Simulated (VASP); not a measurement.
A VASP calculation is set up with these files.

**POSCAR**
```
InSb
1
    0.0000000000     3.2368101768     3.2368101768
    3.2368101768     0.0000000000     3.2368101768
    3.2368101768     3.2368101768     0.0000000000
In Sb
1 1
Direct
  0.0000000000   0.0000000000   0.0000000000
  0.2500000000   0.2500000000   0.2500000000
```

**INCAR**
```
AGGAC = 0.0
ALGO = Normal
EDIFF = 1E-7
ENCUT = 520
GGA = CX
ISIF = 2
ISMEAR = 1
LASPH = .TRUE.
LCHARG = .FALSE.
LMAXMIX = 4
LREAL = .FALSE.
LUSE_VDW = .TRUE.
LWAVE = .FALSE.
NELM = 100
PREC = Accurate
SIGMA = 0.1
SYSTEM = InSb
```

File KPOINTS:
```
Automatic mesh
0
Gamma
10 10 10
0 0 0
```

POTCAR, in this order: In_d Sb (PBE.64 set). Program: vasp_std.

Translate this vdW-DF-cx calculation to Quantum ESPRESSO's pw.x.

One equivalent input (not run):
```
&CONTROL
  calculation = 'scf'
  pseudo_dir = './pseudo'
  outdir = './out'
  tprnfor = .true.
  tstress = .true.
/
&SYSTEM
  ibrav = 0
  nat = 2
  ntyp = 2
  ecutwfc = 80
  occupations = 'smearing'
  smearing = 'methfessel-paxton'
  degauss = 0.00735
  input_dft = 'vdw-df-cx'
/
&ELECTRONS
  conv_thr = 7.3e-09
  electron_maxstep = 100
/
ATOMIC_SPECIES
  In 114.818 In.upf
  Sb 121.760 Sb.upf
CELL_PARAMETERS angstrom
     0.0000000    3.2368102    3.2368102
     3.2368102    0.0000000    3.2368102
     3.2368102    3.2368102    0.0000000
ATOMIC_POSITIONS crystal
  In   0.0000000  0.0000000  0.0000000
  Sb   0.2500000  0.2500000  0.2500000
K_POINTS automatic
  10 10 10 0 0 0
```
The two are equivalent in intent, not identical: the potentials are each code's own (VASP's PAW set, PseudoDojo norm-conserving files in pw.x), so ENCUT and ecutwfc are chosen apart and not converted; conv_thr bounds pw.x's estimated SCF error, while EDIFF bounds the energy change between steps.

The compound is InSb in the zinc blende structure. This cell is one point of a volume scan, at 0.97 of the reference volume.
